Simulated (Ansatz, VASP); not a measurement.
**Si2W in two plane-wave programs**

One calculation is typed for both programs; each brings its own data sets. How far apart do they land? Of the first pair: The cell is taken from a series of runs on this material, whose earlier steps may have relaxed, scaled, displaced or heated it; both programs get it as it stands.

Method: plane waves, with VASP 6.6.1 beside it; relaxation of cell and atoms at PBEsol and single point at PBEsol, in Ansatz 0.2.0.

## 1. Starting point

Symmetry: I4/mmm, No. 139, tetragonal system. Conventional cell: a = 3.203 Å, b = 3.203 Å, c = 7.816 Å, α = 90.00°, β = 90.00°, γ = 90.00°. W has 10 Si at 2.61 Å nearest. Si has 5 Si at 2.59 to 2.62 Å and 5 W at 2.61 Å nearest. Farther neighbours are not listed.

## 2. Ansatz: relaxation of cell and atoms, PBEsol

Ansatz runs on its PAW soft_1 files.

The relaxed volume is the usual yardstick between codes: in a stiff, nearly cubic crystal its relative difference is about their pressure difference at one cell divided by the bulk modulus.

Input file input.yaml:

```yaml
crystal:
  lattice:
    - [-1.601423007, 1.601423007, 3.9080862808]
    - [1.601423007, -1.601423007, 3.9080862808]
    - [1.601423007, 1.601423007, -3.9080862808]
  atoms:
    - { symbol: W, position: [0.0, 0.0, 0.0] }
    - { symbol: Si, position: [0.3345474722, 0.3345474722, 0.0] }
    - { symbol: Si, position: [0.6654525278, 0.6654525278, 0.0] }
kpoints:
  mp_grid: { grid: [19, 19, 19] }
scf:
  occupations: { method: fermi_dirac, width: 0.05 }
hamiltonian:
  xc: pbesol
  pseudopotentials: { kind: paw, azcp: { folder: soft_1 }, xc_functional: pbe }
basis:
  ecutwfc: 600
output:
  forces: true
  stress: true
relax:
  f_tol: 0.005
  max_steps: 70
  cell: { stress_tol: 0.02, p_target: 0 }
```

Command:

```sh
ansatz run input.yaml --threads 4 --pin off --max-ram 10240MiB --backend cpu --events-out ev --progress --plain --runs-dir out
```

Numbers of over 12 decimals in the logs are rounded to 6 here.

Output:

```text
Engine: ansatz 0.2.0, x86_64-unknown-linux-gnu
Pseudopotentials: kind: paw
Pseudopotential: W, paw, valence charge 14, recommended cutoff 420 eV (normal), soft_1/W.paw.azcp
Pseudopotential: Si, paw, valence charge 4, recommended cutoff 420 eV (normal), soft_1/Si.paw.azcp
Functional definition: PBEsol
  exchange = pbesol_x
  correlation = pbesol_c
Crystal: 3 atoms, lattice volume = 40.090 Å³
Basis set: ecut = 600 eV, 1323 PW (Γ), exchange–correlation on 80×80×80 points (8 copies of the dense FFT grid, shifted against one another)
Bands: 15, of which v1, the nominal top of the filled ones, is band 11 counted from 1 (10 counted from 0)
Symmetry: 16 space group operations
Space group: I4/mmm (ITA 139), of the structure as read, at distance tolerance 3.4e-5 Å
k-points: 550 of 6859
Non-local potential: W, projectors of the file, l = 0: 3, l = 1: 2, l = 2: 2, l = 3: 1
Non-local potential: Si, projectors of the file, l = 0: 2, l = 1: 2, l = 2: 1
PAW form: soft (Blöchl's): semilocal exchange-correlation on the pseudo side does not see the compensation charge
PAW frozen core: W, regenerated for the run's functional, and the local potential with it (the file was generated under x = pbe(κ = 0.804, μ = 0.219515), c = pbe(β = 0.066725))
PAW frozen core: Si, regenerated for the run's functional, and the local potential with it (the file was generated under x = pbe(κ = 0.804, μ = 0.219515), c = pbe(β = 0.066725))
PAW one-centre angular grid: W, 590 points (default); XC on 64 Gauss nodes
PAW one-centre angular grid: Si, 110 points (default); XC on 64 Gauss nodes
Initial density: superposition of atomic densities (chi_scale 0.1, normalization cell, long waves kept (reshape's long-wave potential 0.00 eV rms))
Initial wavefunctions: pseudopotential atomic-orbital guess
Functional: x = pbesol(κ = 0.804, μ = 0.123457), c = pbesol(β = 0.046)
SCF iter   1: F=—  HF=-11502.245125 eV  |F-HF|=—  |Δ(HF+E_count)|=         —  Δρ=4.97e-2  dr2=9.80e-1  ethr=3.10e-3  ⟨swp⟩=6.0  Hψ=51815  notcnv=0
preconditioner: auto → Kerker (q_TF=auto, 2.469 Å⁻¹)  [metal: Δε(μ)=0.003 eV  Ē_g=8.338 eV  σ=0.050 eV  W_gap=0.01  n_scr=10 (ndim 8)  ℏωp=21.9 eV  f_vac=0.000  D(μ)=0.27/eV (n_scr^D=0)]
SCF iter   2: F=—  HF=-11501.996625 eV  |F-HF|=—  |Δ(HF+E_count)|=   2.49e-1  Δρ=2.65e-2  dr2=2.16e-1  ethr=3.10e-3  ⟨swp⟩=2.2  Hψ=15348  notcnv=0
SCF iter   3: F=—  HF=-11501.920045 eV  |F-HF|=—  |Δ(HF+E_count)|=   7.66e-2  Δρ=6.63e-3  dr2=1.43e-2  ethr=9.82e-4  ⟨swp⟩=2.7  Hψ=14930  notcnv=0
SCF iter   4: F=—  HF=-11501.914774 eV  |F-HF|=—  |Δ(HF+E_count)|=   5.27e-3  Δρ=5.11e-4  dr2=5.62e-5  ethr=6.48e-5  ⟨swp⟩=2.0  Hψ=14233  notcnv=0
SCF iter   5: F=—  HF=-11501.914754 eV  |F-HF|=—  |Δ(HF+E_count)|=   2.01e-5  Δρ=5.94e-5  dr2=9.09e-7  ethr=2.55e-7  ⟨swp⟩=2.6  Hψ=14189  notcnv=0
SCF iter   6: F=-11501.914754 eV  HF=-11501.914754 eV  |F-HF|=1.06e-8  |Δ(HF+E_count)|=   1.72e-8  Δρ=9.74e-6  dr2=3.43e-8  ethr=4.55e-10  ⟨swp⟩=4.1  Hψ=26552  notcnv=0
SCF 1 converged in 6 iterations: F = -11501.914754 eV  dr2 = 3.43e-8
  greatest PAW one-centre occupation: 0.999 electrons in one spin orbital (limit 2), on the W atom at site 0 (counted from 0), in its partial waves of l = 0
relax step   1: F+E_penalty+E_count = -11501.91475373 eV  Δ(F+E_penalty+E_count) = +0.000e0 eV  max|allowed force component| = 3.163e-3 eV/Å  Δτ_max = 0.0000 Å  P = -0.004 GPa  Ω = 40.090 Å³  (6 SCF iters, dr2 threshold 1.00e-7 eV, accepted)
Initial density: handed on by an earlier stage of this run
Initial wavefunctions: pseudopotential atomic-orbital guess (no wavefunctions were taken with the density)
iter 1 solved again at ethr=1.49e-8 eV; its pass at ethr=3.10e-3 eV (dr2=3.27e-6 eV) is discarded
SCF iter   1: F=—  HF=-11501.914756 eV  |F-HF|=—  |Δ(HF+E_count)|=         —  Δρ=9.71e-6  dr2=3.42e-8  ethr=1.49e-8  ⟨swp⟩=3.1  Hψ=74482  notcnv=0
preconditioner: auto → Kerker (q_TF=auto, 2.469 Å⁻¹)  [metal: Δε(μ)=0.043 eV  Ē_g=8.176 eV  σ=0.050 eV  W_gap=0.21  n_scr=10 (ndim 8)  ℏωp=21.9 eV  f_vac=0.000  D(μ)=0.22/eV (n_scr^D=0)]
SCF iter   2: F=—  HF=-11501.914754 eV  |F-HF|=—  |Δ(HF+E_count)|=   2.25e-6  Δρ=6.16e-6  dr2=1.44e-8  ethr=1.56e-10  ⟨swp⟩=1.6  Hψ=8961  notcnv=0
SCF iter   3: F=—  HF=-11501.914754 eV  |F-HF|=—  |Δ(HF+E_count)|=   1.72e-9  Δρ=7.98e-7  dr2=2.94e-10  ethr=6.54e-11  ⟨swp⟩=2.2  Hψ=11847  notcnv=0
SCF iter   4: F=—  HF=-11501.914754 eV  |F-HF|=—  |Δ(HF+E_count)|=  8.00e-11  Δρ=1.81e-7  dr2=7.53e-12  ethr=1.34e-12  ⟨swp⟩=2.3  Hψ=12132  notcnv=0
SCF iter   5: F=-11501.914754 eV  HF=-11501.914754 eV  |F-HF|=1.82e-12  |Δ(HF+E_count)|=  1.82e-12  Δρ=2.11e-8  dr2=1.78e-13  ethr=1.00e-12  ⟨swp⟩=4.9  Hψ=29506  notcnv=0
SCF 2 converged in 5 iterations: F = -11501.914754 eV  dr2 = 1.78e-13
relax step   2: F+E_penalty+E_count = -11501.91475374 eV  Δ(F+E_penalty+E_count) = -6.481e-9 eV  max|allowed force component| = 3.230e-3 eV/Å  Δτ_max = 0.0000 Å  P = -0.004 GPa  Ω = 40.090 Å³  stress off target by 6.09e-3 GPa  SCF on the basis re-selected at this cell (its energy is not comparable with the rows above)  (5 SCF iters)
basis re-selected at this cell: Δ(F+E_penalty+E_count) = -6.481e-9 eV, ΔP = -0.000 GPa vs the last step (what re-selecting the basis moved, of the pressure what is left beyond the Pulay correction that the steps carried, after the strain that the cell walked since its last selection, with what the two solves' SCF thresholds leave and, on support functions, any second-order correction that the steps lacked; it is no m [...]
SCF converged after 5 iterations
Free energy (F): -11501.914754 eV
Harris-Foulkes:  -11501.914754 eV  (|F-HF|=1.82e-12)
Internal energy: -11501.912902 eV  (E = F + TS)
E sigma→0 (E₀):  -11501.913828 eV
Entropy (-TS):   -0.001852 eV (-0.617 meV/atom)
Fermi energy:    16.712461 eV
--- Per-component energies (eV) ---
  E_band       = -80.911452
  E_kinetic    = 513.751848
  E_local      = -881.667032  (includes V_loc(G=0)·N_el)
  E_nonlocal   = 21.207298
  E_hartree    = 383.379946
  E_xc         = -382.868555
  E_vxc        = -333.545464  (∫ρ·V_xc dr)
  E_paw        = -9446.667837  (= ΣΔE_a)
  E_vpaw       = -167.418038  (= ΣTr[D̂ρ^β])
  E_aug_tail   = 0.000055  (compensation charges beyond the density's cutoff)
  E_ewald      = -1709.333603
  E_core_change = 0.284979  (= ΣΔE_core)
  E_smearing   = -0.001852  (= −TS)
  E_closure    = 0.000000  (closes the sum)
  Σ components = -11501.914754   (vs F -11501.914754, Δ=0.00e0)
--- Forces (eV/Å), atoms counted from 1 ---
  atom   1  W      0.00000000     0.00000000     0.00000000
  atom   2  Si     0.00000000    -0.00000000    -0.00322972
  atom   3  Si    -0.00000000    -0.00000000     0.00322972
  max |Σ_I F_I| component: 1.04e-16 eV/Å
--- Stress (GPa, compression-positive) ---
       -0.003082       0.000000       0.000000
        0.000000      -0.003082      -0.000000
       -0.000000       0.000000      -0.006089
  P = ⅓ Tr σ = -0.0041 GPa (-0.041 kbar)
--- Relaxed structure (1 steps of the walk, 1 accepted, 1 SCFs on fresh bases) ---
  F+E_penalty+E_count = -11501.91475374 eV   max|allowed force component| = 3.230e-3 eV/Å   (the final SCF, on the basis selected at the relaxed cell)
  cell:  # Å, volume = 40.0900 Å³
    - [-1.601423007, 1.601423007, 3.9080862808]
    - [1.601423007, -1.601423007, 3.9080862808]
    - [1.601423007, 1.601423007, -3.9080862808]
  atoms:
    - { symbol: W, position: [0.0, 0.0, 0.0] }
    - { symbol: Si, position: [0.334547, 0.334547, 0.0] }
    - { symbol: Si, position: [0.665453, 0.665453, 0.0] }
```

## 3. VASP: relaxation of cell and atoms, PBEsol

The same cell, functional, mesh and smearing now go to VASP, with its own data sets.

Lines of VASP's logs that name or quote its potential files are left out, and so is its time.

Input file INCAR:

```
SYSTEM = Si2W
PREC = Accurate
ENCUT = 600
EDIFF = 1E-07
NELM = 120
ISMEAR = -1
SIGMA = 0.05
LREAL = .FALSE.
ALGO = Normal
GGA = PS
NBANDS = 13
LASPH = .TRUE.
LORBIT = 11
LWAVE = .FALSE.
LCHARG = .FALSE.
ISIF = 3
IBRION = 2
NSW = 80
EDIFFG = -0.005
GGA_COMPAT = .FALSE.
NELMIN = 4
KPAR = 2
```

Input file POSCAR:

```
Si2W
1.0
   -1.6014230070      1.6014230070      3.9080862808
    1.6014230070     -1.6014230070      3.9080862808
    1.6014230070      1.6014230070     -3.9080862808
W Si
1 2
Direct
    0.0000000000      0.0000000000      0.0000000000
    0.3345474722      0.3345474722      0.0000000000
    0.6654525278      0.6654525278      0.0000000000
```

Input file KPOINTS:

```
Automatic mesh
0
Gamma
19 19 19
0 0 0
```

The projector-augmented-wave data sets are W and Si (PBE family, release 64).

Command:

```sh
mpirun -np 2 vasp_std
```

Output:

```text
[banner, memory and clock lines left out]
running    2 mpi-ranks, on    1 nodes
 distrk:  each k-point on    1 cores,    2 groups
 distr:  one band on    1 cores,    1 groups

 POSCAR found type information on POSCAR W Si
 POSCAR found :  2 types and       3 ions
|                                                                             |
|               ----> ADVICE to this user running VASP <----                  |
|                                                                             |
|     You enforced a specific xc type in the INCAR file but a different       |
|     [... a line on the potential file left out ...]
|     I HOPE YOU KNOW WHAT YOU ARE DOING!                                     |
|                                                                             |

 LDA part: xc-table for (Slater+PW92), standard interpolation
 POSCAR, INCAR and KPOINTS ok, starting setup
 FFT: planning ... GRIDC
 FFT: planning ... GRID_SOFT
 FFT: planning ... GRID
 WAVECAR not read
 entering main loop
       N       E                     dE             d eps       ncg     rms          rms(c)
DAV:   1     0.334656308287E+02    0.33466E+02   -0.66266E+03 14308   0.106E+03
DAV:   2    -0.248150337978E+02   -0.58281E+02   -0.53124E+02 17466   0.203E+02
DAV:   3    -0.275765943432E+02   -0.27616E+01   -0.26713E+01 19758   0.353E+01
DAV:   4    -0.276158914446E+02   -0.39297E-01   -0.39228E-01 16952   0.477E+00
DAV:   5    -0.276164879914E+02   -0.59655E-03   -0.59637E-03 20233   0.519E-01    0.266E+01
DAV:   6    -0.268724323019E+02    0.74406E+00   -0.20921E+00 21410   0.919E+00    0.112E+01
DAV:   7    -0.267508261901E+02    0.12161E+00   -0.20809E-01 16287   0.304E+00    0.552E+00
DAV:   8    -0.267262175476E+02    0.24609E-01   -0.39817E-02 18763   0.144E+00    0.516E-01
DAV:   9    -0.267259287827E+02    0.28876E-03   -0.20870E-03 17124   0.313E-01    0.280E-01
DAV:  10    -0.267258936446E+02    0.35138E-04   -0.33068E-04 18161   0.117E-01    0.560E-02
DAV:  11    -0.267258771865E+02    0.16458E-04   -0.50029E-05 17942   0.501E-02    0.207E-02
DAV:  12    -0.267258773946E+02   -0.20809E-06   -0.17003E-06 17842   0.101E-02    0.884E-03
DAV:  13    -0.267258771715E+02    0.22305E-06   -0.11618E-07 11911   0.254E-03    0.141E-03
DAV:  14    -0.267258771451E+02    0.26381E-07   -0.11618E-08  9325   0.892E-04
   1 F= -.26725877E+02 E0= -.26724978E+02  d E =-.267259E+02
 curvature:   0.00 expect dE= 0.000E+00 dE for cont linesearch  0.000E+00
 trial: gam= 0.00000 g(F)=  0.527E-07 g(S)=  0.205E-03 ort = 0.000E+00 (trialstep = 0.100E+01)
 search vector abs. value=  0.205E-03
 bond charge predicted
       N       E                     dE             d eps       ncg     rms          rms(c)
DAV:   1    -0.267258978875E+02   -0.20716E-04   -0.50247E-03 15005   0.490E-01    0.213E-01
DAV:   2    -0.267258081300E+02    0.89758E-04   -0.17500E-04 17529   0.969E-02    0.940E-02
DAV:   3    -0.267257897428E+02    0.18387E-04   -0.23861E-05 17235   0.317E-02    0.368E-02
DAV:   4    -0.267257877365E+02    0.20063E-05   -0.55971E-06 17968   0.162E-02    0.604E-03
DAV:   5    -0.267257878471E+02   -0.11056E-06   -0.11486E-07 12112   0.248E-03    0.314E-03
DAV:   6    -0.267257881439E+02   -0.29687E-06   -0.79708E-08  8895   0.159E-03    0.102E-03
DAV:   7    -0.267257881365E+02    0.74465E-08   -0.10660E-08  8020   0.907E-04
   2 F= -.26725788E+02 E0= -.26724894E+02  d E =0.890086E-04
 trial-energy change:    0.000089  1 .order    0.000096   -0.000205    0.000396
 step:   0.3558(harm=  0.3408)  dis= 0.00001  next Energy=   -26.725914 (dE=-0.367E-04)
 bond charge predicted
       N       E                     dE             d eps       ncg     rms          rms(c)
DAV:   1    -0.267259669943E+02   -0.17885E-03   -0.20843E-03 15035   0.315E-01    0.137E-01
DAV:   2    -0.267259264690E+02    0.40525E-04   -0.73075E-05 17484   0.626E-02    0.605E-02
DAV:   3    -0.267259168569E+02    0.96122E-05   -0.99409E-06 17180   0.204E-02    0.239E-02
DAV:   4    -0.267259145102E+02    0.23467E-05   -0.23566E-06 17930   0.106E-02    0.391E-03
DAV:   5    -0.267259144649E+02    0.45251E-07   -0.48229E-08  9543   0.161E-03
   3 F= -.26725914E+02 E0= -.26725017E+02  d E =-.373198E-04
 curvature:  -0.17 expect dE=-0.332E-06 dE for cont linesearch -0.776E-07
 trial: gam= 0.00000 g(F)=  0.711E-06 g(S)=  0.124E-05 ort =-0.965E-05 (trialstep = 0.871E+00)
 search vector abs. value=  0.195E-05
 reached required accuracy - stopping structural energy minimisation
```

OUTCAR, selected parts (step 3):

```text
ion  position               nearest neighbor table
   1  0.000  0.000  0.000-   3 2.61   2 2.61   3 2.61   2 2.61   3 2.61   2 2.61   2 2.61   3 2.61
                             2 2.61   3 2.61
   2  0.335  0.335  0.000-   3 2.59   1 2.61   1 2.61   1 2.61   1 2.61   1 2.61   3 2.62   3 2.62
                             3 2.62   3 2.62
   3  0.665  0.665  0.000-   2 2.59   1 2.61   1 2.61   1 2.61   1 2.61   1 2.61   2 2.62   2 2.62
                             2 2.62   2 2.62

  LATTYP: Found a body centered tetragonal cell.
 ALAT       =     3.2028460140
 C/A-ratio  =     2.4403834987

 Subroutine GETGRP returns: Found 16 space group operations
 (whereof 16 operations were pure point group operations)

The static configuration has the point symmetry D_4h.

 Found    550 irreducible k-points:

   k-points           NKPTS =    550   k-points in BZ     NKDIM =    550   number of bands    NBANDS=     13

   dimension x,y,z NGX =    36 NGY =   36 NGZ =   36
   dimension x,y,z NGXF=    72 NGYF=   72 NGZF=   72

   ENCUT  =  600.0 eV  44.10 Ry    6.64 a.u.   9.02  9.02  9.02*2*pi/ulx,y,z

   NELECT =      14.0000    total number of electrons

 k-points in reciprocal lattice and weights: Automatic mesh
   0.00000000  0.00000000  0.00000000       0.000
   0.05263158 -0.00000000  0.00000000       0.001
   0.10526316 -0.00000000  0.00000000       0.001
   0.15789474  0.00000000  0.00000000       0.001
   0.21052632  0.00000000  0.00000000       0.001
   0.26315789  0.00000000  0.00000000       0.001
   0.31578947  0.00000000  0.00000000       0.001
   0.36842105  0.00000000  0.00000000       0.001
   0.42105263  0.00000000  0.00000000       0.001
[...]
-0.47368421  0.47368421  0.47368421       0.001
  -0.47368421 -0.47368421  0.47368421       0.000

 average (electrostatic) potential at core
       1 -34.5022       2 -78.9542       3 -78.9542

 E-fermi :  10.5637

 k-point     1 :       0.0000    0.0000    0.0000
  band No.  band energies     occupation
    ...
      2       3.6462      2.00000
      3       6.8317      2.00000
      4       7.1606      2.00000
      5       7.7039      2.00000
      6       7.7039      2.00000
      7      11.1812      0.00001
      8      13.4189      0.00000
      9      13.4842      0.00000
     10      13.7406      0.00000
     11      13.7406      0.00000
    ...

 k-point     2 :       0.0526   -0.0000    0.0000
  band No.  band energies     occupation
    ...
      2       3.6517      2.00000
      3       6.6461      2.00000
      4       7.1642      2.00000
      5       7.7399      2.00000
      6       7.7856      2.00000
      7      10.9534      0.00083
      8      13.2622      0.00000
      9      13.5190      0.00000
     10      13.6504      0.00000
     11      14.0010      0.00000
    ...

 k-point     3 :       0.1053   -0.0000    0.0000
  band No.  band energies     occupation
    ...
      3       6.2349      2.00000
      4       7.1567      2.00000
      5       7.8458      2.00000
      6       7.9218      2.00000
      7      10.4580      1.78476
      8      12.8017      0.00000
      9      13.1731      0.00000
     10      14.0895      0.00000
     11      14.5531      0.00000
     12      15.4282      0.00000
    ...

  Total        0.0000975      0.0000975      0.0087664      0.0000000     -0.0000000      0.0000000
  in kB        0.0039006      0.0039006      0.3507363      0.0000000     -0.0000000      0.0000000
  external PRESSURE =       0.1195125 kB  Pullay stress =       0.0000000 kB

  energy-cutoff  :      600.00
  volume of cell :       40.05
      direct lattice vectors                 reciprocal lattice vectors
    -1.600829046  1.600829046  3.906617854     0.000000000  0.312338161  0.127987947
     1.600829046 -1.600829046  3.906617854     0.312338161  0.000000000  0.127987947
     1.600829046  1.600829046 -3.906617854     0.312338161  0.312338161  0.000000000

 POSITION                                       TOTAL-FORCE (eV/Angst)
 -----------------------------------------------------------------------------------
      0.00000      0.00000      0.00000         0.000000      0.000000     -0.000000
      0.00000      0.00000      2.61391        -0.000000     -0.000000     -0.002715
      0.00000      0.00000      5.19932        -0.000000     -0.000000      0.002715
 -----------------------------------------------------------------------------------
    total drift:                                0.000000      0.000000     -0.000000

  FREE ENERGIE OF THE ION-ELECTRON SYSTEM (eV)
  ---------------------------------------------------
  free  energy   TOTEN  =       -26.7259144649 eV

  energy  without entropy=      -26.7241196107  energy(sigma->0) =      -26.72501704

 reached required accuracy - stopping structural energy minimisation

 total charge
# of ion       s       p       d       tot
------------------------------------------
    1        0.562   0.683   4.534   5.779
    2        0.736   0.896   0.000   1.632
    3        0.736   0.896   0.000   1.632
--------------------------------------------------
tot          2.035   2.475   4.534   9.044

[... 3 further parts left out ...]
```

CONTCAR:

```
Si2W
   1.00000000000000
    -1.6008290459714782    1.6008290459714782    3.9066178543692049
     1.6008290459714782   -1.6008290459714782    3.9066178543692049
     1.6008290459714782    1.6008290459714782   -3.9066178543692049
  W               Si
     1     2
Direct
     0.0000000000000000    0.0000000000000000    0.0000000000000000
     0.3345490912568542    0.3345490912568542    0.0000000000000000
     0.6654509087431458    0.6654509087431458    0.0000000000000000
```

The data set W keeps the semicore shell frozen, which is cheaper and a little less accurate. The run keeps the 16 symmetry operations of its start, so it cannot find a distortion of lower symmetry.

## 4. Side by side

Known differences besides the potentials themselves: the data sets hold 22 valence electrons in Ansatz (on its PAW soft_1 files) and 14 in VASP; Ansatz makes its cores anew for this functional, VASP keeps those of its PBE data sets; Ansatz adds a Pulay correction to the stress that steers its cell, VASP none. Total energies have different zeros and are not compared.

The two programs side by side:

```
                                         quantity  Ansatz   VASP  difference
                                      volume (Å³)   40.09  40.05     +0.11 %
edge a after relaxation, in the typed setting (Å)   4.517  4.515     +0.04 %
```

(Continued in part 2 of 2.)

[Lines on the potential files, build, host, timing and source positions are cut from VASP's logs without a mark.]

[Logs are printed without paths, hosts, clocks, repeated set-up lines and the standing remarks that a program may print on its own settings, such as how far it seeks lower states.]

[Hosts, paths, dates, database ids (printed as entryN), source tags and the programs' standing remarks are cut or masked in the printed files.]
